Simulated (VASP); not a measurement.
Consider the following.

```
YB
1.0
    4.35799     0.00000     0.00000
   -2.17899     3.77413     0.00000
    0.00000     0.00000     5.31799
Y B
2 2
Cartesian
  0.00000   2.51609   4.98587
  2.17900   1.25804   2.32687
  0.00000   2.51609   2.32638
  2.17900   1.25804   4.98537
```

Computed with PBEsol GGA, VASP's PBE PAW potentials (set 64) (plane waves; VASP). Numerical set-up: 520 eV cut-off, 9×9×7 Γ-centred mesh, tetrahedra with Blöchl corrections, potentials Y_sv B.

The cores are frozen, which limits the accuracy of field gradients.

Give the principal components of the electric field gradient (V/Å²) and the asymmetry η at each nucleus.

```
atom   Vxx   Vyy    Vzz     η
----  ----  ----  -----  ----
Y1    35.2  35.2  -70.5  0.00
Y2    35.2  35.2  -70.5  0.00
B3     2.7   2.7   -5.4  0.00
B4     2.7   2.7   -5.4  0.00
```

The structure was generated: YB was put into the wurtzite type (P6_3mc), which need not be its known phase. It was relaxed first, which changed the volume by -31 %. The relaxed cell has space group P6_3/mmc.
